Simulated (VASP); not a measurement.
# SiO2 (Stishovite): excitons from the Bethe-Salpeter equation, part 2 of 4

What does the electron-hole attraction do to the spectrum of SiO2 (Stishovite)? The cell is of the rutile type, one of the forms listed for this formula. The start is a cell from a database of measured crystal structures.

VASP 6.6.1, plane waves and PAW; the level of theory is named at each step.

So far. Step 2 (Ground state): The cell has a gap of 5.61 eV on mesh and path and a pressure of +6.1 GPa, which holds the misfit of the given cell and coordinates with this functional, and any error of cutoff, mesh and data sets. Forces of up to 0.100 eV/Å remain in these settings. Step 3 (Empty bands): WAVECAR now holds 112 bands for 32 electrons. Its independent-particle dielectric tensor has xx, yy, zz = 3.4, 3.4, 3.6 on this mesh, which isn't tested for convergence in mesh or bands and lacks local fields.

## (4) G0W0

This step: G0W0 on PBE; plane waves and PAW (Si_GW, O_GW) (VASP 6.6.1).

One pass of GW corrects the levels to first order, with G and W from the starting orbitals. LWAVE keeps the quasiparticle levels in WAVECAR, and the W files hold the screened interaction for the next step.

Input file INCAR:

```
SYSTEM = SiO2
PREC = Accurate
ENCUT = 440
ISMEAR = 0
SIGMA = 0.01
LREAL = .FALSE.
GGA = PE
NBANDS = 112
ALGO = EVGW0
NELMGW = 1
ENCUTGW = 100
NOMEGA = 48
PRECFOCK = Fast
NBANDSGW = 24
LWAVE = .TRUE.
LCHARG = .FALSE.
```

Input file POSCAR:

```
SiO2
1.0
    4.1773000000      0.0000000000      0.0000000000
    0.0000000000      4.1773000000      0.0000000000
    0.0000000000      0.0000000000      2.6652000000
Si O
2 4
Direct
    0.0000000000      0.0000000000      0.0000000000
    0.5000000000      0.5000000000      0.5000000000
    0.3059000000      0.3059000000      0.0000000000
    0.1941000000      0.8059000000      0.5000000000
    0.6941000000      0.6941000000      0.0000000000
    0.8059000000      0.1941000000      0.5000000000
```

Input file KPOINTS:

```
Automatic mesh
0
Gamma
6 6 8
0 0 0
```

PAW data sets: Si_GW and O_GW (PBE family, release 64).

On the command line:

```sh
$ mpirun -np 8 vasp_std
```

What it wrote:

```text
[banner, memory and clock lines left out]
running    8 mpi-ranks, on    1 nodes
 distrk:  each k-point on    8 cores,    1 groups
 distr:  one band on    1 cores,    8 groups

 POSCAR found type information on POSCAR SiO
 POSCAR found :  2 types and       6 ions
 [... a notice as in an earlier step ...]

|                                                                             |
|           W    W    AA    RRRRR   N    N  II  N    N   GGGG   !!!           |
|           W    W   A  A   R    R  NN   N  II  NN   N  G    G  !!!           |
|           W    W  A    A  R    R  N N  N  II  N N  N  G       !!!           |
|           W WW W  AAAAAA  RRRRR   N  N N  II  N  N N  G  GGG   !            |
|           WW  WW  A    A  R   R   N   NN  II  N   NN  G    G                |
|           W    W  A    A  R    R  N    N  II  N    N   GGGG   !!!           |
|                                                                             |
|     The default for ENCUTGWSOFT is different in this version of VASP.       |
|     please manually set ENCUTGWSOFT =100 in the INCAR file.                 |
|                                                                             |

 LDA part: xc-table for (Slater+PW92), standard interpolation
 found WAVECAR, reading the header
 POSCAR, INCAR and KPOINTS ok, starting setup
 FFT: planning ... GRIDC
 FFT: planning ... GRID_SOFT
 FFT: planning ... GRID
 reading WAVECAR
 the WAVECAR file was read successfully
 initial charge from wavefunction
 available memory per node:    135.64 GB, setting MAXMEM to    138892

 The Fermi energy was updated, please check that it is located mid-gap
 values below the HOMO (VB) or above the LUMO (CB) will cause erroneous energies
 E-fermi :  10.7763

 calculate exact exchange contribution
 the WAVEDER file was read successfully
energies w=
    0.000    0.000    0.955    0.000    1.906    0.000    2.849    0.000
    3.782    0.000    4.702    0.000    5.606    0.000    6.494    0.000
    7.366    0.000    8.221    0.000    9.062    0.000    9.888    0.000
   10.703    0.000   11.508    0.000   12.306    0.000   13.100    0.000
   13.891    0.000   14.685    0.000   15.484    0.000   16.292    0.000
   17.112    0.000   17.950    0.000   18.810    0.000   19.698    0.000
   20.620    0.000   21.583    0.000   22.595    0.000   23.666    0.000
   24.807    0.000   26.032    0.000   27.356    0.000   28.801    0.000
   30.390    0.000   32.155    0.000   34.136    0.000   36.385    0.000
   38.969    0.000   41.981    0.000   45.547    0.000   49.845    0.000
   55.138    0.000   61.823    0.000   70.537    0.000   82.365    0.000
   99.316    0.000  125.576    0.000  171.555    0.000  272.305    0.000
 responsefunction array rank=     120
 LDA part: xc-table for (Slater+PW92), standard interpolation

 min. memory requirement per mpi rank    357.0 MB, per node   2855.6 MB

 allocating   6 responsefunctions rank=   120
 shmem allocating  48 responsefunctions rank=   120
 response function shared by NCSHMEM nodes    1
 Doing            6  frequencies on each core in blocks of           48
NQ=   1    0.0000    0.0000    0.0000,
|.........|.........|.........|.........|.........|.........|.........|.........
 performed       1153000 updates of chi_q(r,r)
 total number of BLAS operations        101.74 Gflops
NQ=   2    0.1667    0.0000    0.0000,
|.........|.........|.........|.........|.........|.........|.........|.........
 performed       2962000 updates of chi_q(r,r)
 total number of BLAS operations        280.09 Gflops
NQ=   3    0.3333    0.0000    0.0000,
|.........|.........|.........|.........|.........|.........|.........|.........
 performed       4771000 updates of chi_q(r,r)
 total number of BLAS operations        439.68 Gflops
NQ=   4    0.5000    0.0000    0.0000,
|.........|.........|.........|.........|.........|.........|.........|.........
 performed       6139000 updates of chi_q(r,r)
 total number of BLAS operations        553.59 Gflops
NQ=   5    0.1667    0.1667    0.0000,
|.........|.........|.........|.........|.........|.........|.........|.........
 performed       7690000 updates of chi_q(r,r)
 total number of BLAS operations        695.68 Gflops
NQ=   6    0.3333    0.1667    0.0000,
|.........|.........|.........|.........|.........|.........|.........|.........
 performed       9606000 updates of chi_q(r,r)
 total number of BLAS operations        861.55 Gflops
NQ=   7    0.5000    0.1667    0.0000,
|.........|.........|.........|.........|.........|.........|.........|.........
 performed      11415000 updates of chi_q(r,r)
 total number of BLAS operations       1018.12 Gflops
NQ=   8    0.3333    0.3333    0.0000,
|.........|.........|.........|.........|.........|.........|.........|.........
 performed      12966000 updates of chi_q(r,r)
 total number of BLAS operations       1154.95 Gflops
NQ=   9    0.5000    0.3333    0.0000,
|.........|.........|.........|.........|.........|.........|.........|.........
 performed      14775000 updates of chi_q(r,r)
 total number of BLAS operations       1305.55 Gflops
NQ=  10    0.5000    0.5000    0.0000,
|.........|.........|.........|.........|.........|.........|.........|.........
 performed      15928000 updates of chi_q(r,r)
 total number of BLAS operations       1405.36 Gflops
NQ=  11    0.0000    0.0000    0.1250,
|.........|.........|.........|.........|.........|.........|.........|.........
 performed      17328000 updates of chi_q(r,r)
 total number of BLAS operations       1519.68 Gflops
NQ=  12    0.1667    0.0000    0.1250,
|.........|.........|.........|.........|.........|.........|.........|.........
 performed      19588000 updates of chi_q(r,r)
 total number of BLAS operations       1711.57 Gflops
NQ=  13    0.3333    0.0000    0.1250,
|.........|.........|.........|.........|.........|.........|.........|.........
 performed      21848000 updates of chi_q(r,r)
 total number of BLAS operations       1918.66 Gflops
NQ=  14    0.5000    0.0000    0.1250,
|.........|.........|.........|.........|.........|.........|.........|.........
 performed      23657000 updates of chi_q(r,r)
 total number of BLAS operations       2075.23 Gflops
NQ=  15    0.1667    0.1667    0.1250,
|.........|.........|.........|.........|.........|.........|.........|.........
 performed      25681000 updates of chi_q(r,r)
 total number of BLAS operations       2257.20 Gflops
NQ=  16    0.3333    0.1667    0.1250,
|.........|.........|.........|.........|.........|.........|.........|.........
 performed      28114000 updates of chi_q(r,r)
 total number of BLAS operations       2467.72 Gflops
NQ=  17    0.5000    0.1667    0.1250,
|.........|.........|.........|.........|.........|.........|.........|.........
 performed      30418000 updates of chi_q(r,r)
 total number of BLAS operations       2674.83 Gflops
NQ=  18    0.3333    0.3333    0.1250,
|.........|.........|.........|.........|.........|.........|.........|.........
 performed      32442000 updates of chi_q(r,r)
 total number of BLAS operations       2856.80 Gflops
NQ=  19    0.5000    0.3333    0.1250,
|.........|.........|.........|.........|.........|.........|.........|.........
 performed      34746000 updates of chi_q(r,r)
 total number of BLAS operations       3063.90 Gflops
NQ=  20    0.5000    0.5000    0.1250,
|.........|.........|.........|.........|.........|.........|.........|.........
 performed      36146000 updates of chi_q(r,r)
 total number of BLAS operations       3185.11 Gflops
NQ=  21    0.0000    0.0000    0.2500,
|.........|.........|.........|.........|.........|.........|.........|.........
 performed      37546000 updates of chi_q(r,r)
 total number of BLAS operations       3315.83 Gflops
NQ=  22    0.1667    0.0000    0.2500,
|.........|.........|.........|.........|.........|.........|.........|.........
 performed      39806000 updates of chi_q(r,r)
 total number of BLAS operations       3515.25 Gflops
NQ=  23    0.3333    0.0000    0.2500,
|.........|.........|.........|.........|.........|.........|.........|.........
 performed      42066000 updates of chi_q(r,r)
 total number of BLAS operations       3714.67 Gflops
NQ=  24    0.5000    0.0000    0.2500,
|.........|.........|.........|.........|.........|.........|.........|.........
 performed      43875000 updates of chi_q(r,r)
 total number of BLAS operations       3877.31 Gflops
NQ=  25    0.1667    0.1667    0.2500,
|.........|.........|.........|.........|.........|.........|.........|.........
 performed      45899000 updates of chi_q(r,r)
 total number of BLAS operations       4062.73 Gflops
NQ=  26    0.3333    0.1667    0.2500,
|.........|.........|.........|.........|.........|.........|.........|.........
 performed      48332000 updates of chi_q(r,r)
 total number of BLAS operations       4277.33 Gflops
NQ=  27    0.5000    0.1667    0.2500,
|.........|.........|.........|.........|.........|.........|.........|.........
 performed      50636000 updates of chi_q(r,r)
 total number of BLAS operations       4484.43 Gflops
NQ=  28    0.3333    0.3333    0.2500,
|.........|.........|.........|.........|.........|.........|.........|.........
 performed      52660000 updates of chi_q(r,r)
 total number of BLAS operations       4666.40 Gflops
NQ=  29    0.5000    0.3333    0.2500,
|.........|.........|.........|.........|.........|.........|.........|.........
 performed      54964000 updates of chi_q(r,r)
 total number of BLAS operations       4873.50 Gflops
NQ=  30    0.5000    0.5000    0.2500,
|.........|.........|.........|.........|.........|.........|.........|.........
 performed      56364000 updates of chi_q(r,r)
 total number of BLAS operations       4985.57 Gflops
NQ=  31    0.0000    0.0000    0.3750,
|.........|.........|.........|.........|.........|.........|.........|.........
 performed      57764000 updates of chi_q(r,r)
 total number of BLAS operations       5136.37 Gflops
NQ=  32    0.1667    0.0000    0.3750,
|.........|.........|.........|.........|.........|.........|.........|.........
 performed      60024000 updates of chi_q(r,r)
 total number of BLAS operations       5355.23 Gflops
NQ=  33    0.3333    0.0000    0.3750,
|.........|.........|.........|.........|.........|.........|.........|.........
 performed      62284000 updates of chi_q(r,r)
 total number of BLAS operations       5566.21 Gflops
NQ=  34    0.5000    0.0000    0.3750,
|.........|.........|.........|.........|.........|.........|.........|.........
 performed      64093000 updates of chi_q(r,r)
 total number of BLAS operations       5741.36 Gflops
NQ=  35    0.1667    0.1667    0.3750,
|.........|.........|.........|.........|.........|.........|.........|.........
 performed      66117000 updates of chi_q(r,r)
 total number of BLAS operations       5926.78 Gflops
NQ=  36    0.3333    0.1667    0.3750,
|.........|.........|.........|.........|.........|.........|.........|.........
 performed      68550000 updates of chi_q(r,r)
 total number of BLAS operations       6149.63 Gflops
NQ=  37    0.5000    0.1667    0.3750,
|.........|.........|.........|.........|.........|.........|.........|.........
 performed      70854000 updates of chi_q(r,r)
 total number of BLAS operations       6372.66 Gflops
NQ=  38    0.3333    0.3333    0.3750,
|.........|.........|.........|.........|.........|.........|.........|.........
 performed      72878000 updates of chi_q(r,r)
 total number of BLAS operations       6541.15 Gflops
NQ=  39    0.5000    0.3333    0.3750,
|.........|.........|.........|.........|.........|.........|.........|.........
 performed      75182000 updates of chi_q(r,r)
 total number of BLAS operations       6732.92 Gflops
NQ=  40    0.5000    0.5000    0.3750,
|.........|.........|.........|.........|.........|.........|.........|.........
 performed      76582000 updates of chi_q(r,r)
 total number of BLAS operations       6854.13 Gflops
NQ=  41    0.0000    0.0000    0.5000,
|.........|.........|.........|.........|.........|.........|.........|.........
 performed      77735000 updates of chi_q(r,r)
 total number of BLAS operations       6978.31 Gflops
NQ=  42    0.1667    0.0000    0.5000,
|.........|.........|.........|.........|.........|.........|.........|.........
 performed      79544000 updates of chi_q(r,r)
 total number of BLAS operations       7159.89 Gflops
NQ=  43    0.3333    0.0000    0.5000,
|.........|.........|.........|.........|.........|.........|.........|.........
 performed      81353000 updates of chi_q(r,r)
 total number of BLAS operations       7322.53 Gflops
NQ=  44    0.5000    0.0000    0.5000,
|.........|.........|.........|.........|.........|.........|.........|.........
 performed      82721000 updates of chi_q(r,r)
 total number of BLAS operations       7432.02 Gflops
NQ=  45    0.1667    0.1667    0.5000,
|.........|.........|.........|.........|.........|.........|.........|.........
 performed      84272000 updates of chi_q(r,r)
 total number of BLAS operations       7587.70 Gflops
NQ=  46    0.3333    0.1667    0.5000,
|.........|.........|.........|.........|.........|.........|.........|.........
 performed      86188000 updates of chi_q(r,r)
 total number of BLAS operations       7760.01 Gflops
NQ=  47    0.5000    0.1667    0.5000,
|.........|.........|.........|.........|.........|.........|.........|.........
 performed      87997000 updates of chi_q(r,r)
 total number of BLAS operations       7928.85 Gflops
NQ=  48    0.3333    0.3333    0.5000,
|.........|.........|.........|.........|.........|.........|.........|.........
 performed      89548000 updates of chi_q(r,r)
 total number of BLAS operations       8068.30 Gflops
NQ=  49    0.5000    0.3333    0.5000,
|.........|.........|.........|.........|.........|.........|.........|.........
 performed      91357000 updates of chi_q(r,r)
 total number of BLAS operations       8213.05 Gflops
NQ=  50    0.5000    0.5000    0.5000,
|.........|.........|.........|.........|.........|.........|.........|.........
 performed      92510000 updates of chi_q(r,r)
 total number of BLAS operations       8298.10 Gflops
 resolving degeneracies of screened two electron integrals

 calculate QP shifts <psi_nk| G(iteration)W_0 |psi_nk>: iteration 1
 writing wavefunctions
 entering main loop
```

The job ended after 10 min (8 MPI ranks of Intel Xeon Platinum 8559C (Emerald Rapids), shared host; peak memory 2.8 GiB).

From OUTCAR (step 4):

```text
 Found     50 irreducible k-points:

   k-points           NKPTS =     50   k-points in BZ     NKDIM =    288   number of bands    NBANDS=    112

   NELECT =      32.0000    total number of electrons

 E-fermi :  10.7763

 QP shifts <psi_nk| G(iteration)W_0 |psi_nk>: iteration 1
 for sc-GW calculations column KS-energies equals QP-energies in previous step
 and V_xc(KS)=  KS-energies - (<T + V_ion + V_H > + <T+V_H+V_ion>^1  + <V_x>^1)
 k-point   1 :       0.0000    0.0000    0.0000
  band No.  KS-energies  QP-energies   sigma(KS)   V_xc(KS)     V^pw_x(r,r')   Z            occupation Imag(sigma)
    ...
     13       5.4445       4.4189     -21.4023     -20.1492     -25.5439       0.8184       2.0000       0.0865
     14       7.0848       6.1397     -22.0007     -20.8408     -26.5468       0.8148       2.0000       0.0920
     15       7.0848       6.1397     -22.0007     -20.8408     -26.5468       0.8148       2.0000       0.0920
     16       7.9696       6.9974     -22.2289     -21.0325     -27.0264       0.8126       2.0000       0.0962
     17      13.5830      15.2643     -13.9516     -15.9415      -9.9928       0.8449       0.0000      -0.0760
     18      14.6766      16.1116     -10.2103     -11.8803      -6.0345       0.8593       0.0000      -0.0774
     19      16.4905      18.0116     -11.3325     -13.1194      -6.9797       0.8512       0.0000      -0.0842
     20      16.4905      18.0116     -11.3325     -13.1194      -6.9797       0.8512       0.0000      -0.0842
    ...

 k-point   2 :       0.1667    0.0000    0.0000
  band No.  KS-energies  QP-energies   sigma(KS)   V_xc(KS)     V^pw_x(r,r')   Z            occupation Imag(sigma)
    ...
     13       5.4828       4.4677     -21.4958     -20.2563     -25.6598       0.8190       2.0000       0.0869
     14       6.4928       5.4368     -21.5404     -20.2414     -26.0598       0.8129       2.0000       0.0948
     15       7.0356       6.0741     -21.9640     -20.7832     -26.5274       0.8143       2.0000       0.0927
     16       7.7522       6.7450     -22.0273     -20.7880     -26.7896       0.8127       2.0000       0.0962
     17      14.0230      15.7704     -14.1180     -16.1911     -10.2027       0.8429       0.0000      -0.0769
     18      14.9212      16.3963     -10.3756     -12.0957      -6.1836       0.8576       0.0000      -0.0782
     19      16.5541      18.0344     -11.2614     -12.9985      -6.9533       0.8522       0.0000      -0.0833
     20      16.5735      18.1146     -11.4289     -13.2418      -7.0626       0.8501       0.0000      -0.0850
    ...

 k-point   3 :       0.3333    0.0000    0.0000
  band No.  KS-energies  QP-energies   sigma(KS)   V_xc(KS)     V^pw_x(r,r')   Z            occupation Imag(sigma)
    ...
     13       5.1942       3.8773     -20.7402     -19.1096     -25.4124       0.8076       2.0000       0.1085
     14       5.4358       4.4168     -21.5358     -20.2902     -25.7263       0.8181       2.0000       0.0877
     15       6.9219       5.9107     -21.8420     -20.5989     -26.4543       0.8134       2.0000       0.0948
     16       7.2368       6.1575     -21.6470     -20.3169     -26.3581       0.8114       2.0000       0.0974
     17      14.9553      16.8243     -14.0921     -16.3142     -10.1177       0.8411       0.0000      -0.0812
     18      15.5222      17.1503     -11.1860     -13.0989      -6.9732       0.8511       0.0000      -0.0813
     19      16.7570      18.3309     -11.5650     -13.4191      -7.1743       0.8489       0.0000      -0.0864
     20      16.9322      18.4485     -11.4023     -13.1852      -7.1044       0.8504       0.0000      -0.0845
    ...

[... 8 parts as in an earlier step ...]

[... 5 further parts left out ...]
```

This step gave:

* quasiparticle gap on the mesh: 8.267 eV
* smallest direct quasiparticle gap on the mesh: 8.267 eV
* gap of the starting orbitals on the mesh: 5.613 eV

GW takes the gap from 5.613 to 8.267 eV. The value holds for 112 bands, ENCUTGW = 100 eV and this mesh, and isn't shown to be converged in them.

(Part 2 of 4 ends here.)

[Lines on the potential files, build, host, timing and source positions are cut from VASP's logs without a mark.]

[Logs are printed without paths, hosts, clocks, repeated set-up lines and the standing remarks that a program may print on its own settings, such as how far it seeks lower states.]

[Hosts, paths, dates, database ids (printed as entryN), source tags and the programs' standing remarks are cut or masked in the printed files.]

[Pressures printed for these runs are not shown converged in the cutoff: they can be off by several GPa and have the wrong sign.]
